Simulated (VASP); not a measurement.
Crystal: Cd2S.

```xyz
3
Lattice="3.9627 0.0000 0.0000 -1.9813 3.4318 0.0000 0.0000 0.0000 5.8092" Properties=species:S:1:pos:R:3 pbc="T T T"
Cd    0.0000    2.2878    5.4183
Cd    1.9813    1.1439    3.3620
S     0.0000    2.2878    2.1245
```

The cell comes from a database or a generator and needn't be the stable form of this composition.

* Program: VASP 6.6.1
* Task: relaxation of cell and atoms
* Functional: PBEsol
* Potentials or basis: VASP PAW PBE potentials, release 64 (Cd, S)
* Cutoff: 600 eV
* k mesh: 8 × 8 × 4
* Occupations: gaussian, width 0.02 eV
* Spin: no spin polarisation

At the start: pressure -2.9 GPa; volume 26.33 Å³/atom.

Task: Where does the relaxation end?

Result: Over 9 steps the energy falls by 17.3 meV/atom and the volume is 24.47 Å³/atom (-7.1 %); space group P3m1 (No. 156, to 0.05 Å).

The path:
```tsv
step	energy change (eV)	largest force (eV/Å)	pressure (GPa)	volume (Å³)
1	0.0000	0.0958	-2.91	79.00
2	-0.0447	0.2269	0.44	73.65
3	-0.0459	0.1810	-0.09	74.34
4	-0.0497	0.1341	-0.02	73.93
5	-0.0505	0.1416	0.03	73.63
6	-0.0518	0.0575	-0.04	73.55
7	-0.0520	0.0175	-0.07	73.50
8	-0.0520	0.0014	0.04	73.36
9	-0.0520	0.0062	0.01	73.40
```

Final structure:
```
CELL_PARAMETERS angstrom
3.85648 0.00000 0.00000
-1.92824 3.33981 0.00000
0.00000 0.00000 5.69908
ATOMIC_POSITIONS crystal
Cd 0.33333 0.66667 0.93050
Cd 0.66667 0.33333 0.58276
S 0.33333 0.66667 0.36390
```

Caveat: the PAW data sets were made with another functional, which shifts forces and pressure a little.
